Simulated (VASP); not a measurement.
VASP runs on Cs₂AgBiBr₆ (space group Fm-3m) share one base input (PBE GGA, plane waves, VASP's PBE PAW potentials (set 64)) and change the settings named in each case.

INCAR:
```
NELM = 100
LREAL = .FALSE.
ALGO = Normal   ! blocked Davidson
LWAVE = .FALSE.
ISMEAR = 0
ENCUT = 300
PREC = Accurate
EDIFF = 1E-6   ! SCF stop (eV)
LASPH = .TRUE.   ! aspherical one-centre terms
SYSTEM = Cs2AgBiBr6
ISIF = 2
LCHARG = .FALSE.
GGA = PE
LMAXMIX = 4   ! l cut-off of mixed one-centre charges
SIGMA = 0.02   ! width (eV)
```

POSCAR:
```
Cs2AgBiBr6
8.0763390
  0.0000000000   0.7071067720   0.7071067720
  0.7071067720   0.0000000000   0.7071067720
  0.7071067720   0.7071067720   0.0000000000
Cs Ag Bi Br
2 1 1 6
Cart
  1.0606601580   1.0606601580   1.0606601580
  0.3535533860   0.3535533860   0.3535533860
  0.7071067720   0.7071067720   0.7071067720
  0.0000000000   0.0000000000   0.0000000000
  0.3546988990   0.7071067720   0.7071067720
  1.0595146451   0.7071067720   0.7071067720
  0.7071067720   0.3546988990   0.7071067720
  0.7071067720   1.0595146451   0.7071067720
  0.7071067720   0.7071067720   0.3546988990
  0.7071067720   0.7071067720   1.0595146451
```

### KPOINTS
```
Automatic
0
Gamma
 3 3 3
```

POTCAR, in this order: Cs_sv Ag Bi_d Br (PBE.64 set). Program: vasp_std.

| change | E(σ→0) (eV/atom) | pressure (GPa) | largest force (eV/Å) |
|---|---|---|---|
| base run | -2.9607 | 0.32 | 0.095 |
| ENCUT = 120 | 1.9493 | -165.65 | 0.222 |
| ENCUT = 150 | -2.0542 | -51.47 | 0.075 |
| ENCUT = 180 | -2.8573 | -13.80 | 0.069 |
| ENCUT = 210 | -2.9468 | -3.19 | 0.080 |
| ENCUT = 240 | -2.9584 | -0.22 | 0.091 |
| ENCUT = 270 | -2.9606 | 0.35 | 0.095 |
| ENCUT = 345 | -2.9600 | 0.27 | 0.095 |
| ENCUT = 390 | -2.9602 | 0.33 | 0.094 |
| ENCUT = 450 | -2.9605 | 0.39 | 0.094 |
| ENCUT = 525 | -2.9605 | 0.40 | 0.094 |
| ENCUT = 600 | -2.9604 | 0.41 | 0.094 |
| GGA removed, POTCAR Cs_sv Ag Bi_d Br (LDA.64 set) | -3.3950 | -2.64 | 0.145 |
 Energies of different potentials or functionals have different zeros.  Unless said otherwise, spin-orbit coupling is left out, though it shifts the bands of the heavy elements here.

Left out are runs that ran out of time, are held back, or changed the cell or the kind of run, fixed moments of cells without a moment, rows past the twelfth, gaps on odd meshes, pressures of charged cells and columns that move by less than the noise.

The structure comes from a computed database's Cs2AgBiBr6 entry; how it stands against other phases isn't given here. The cell was not relaxed at this level, forces remain on its atoms, its lattice was scaled by up to 2.5 %.
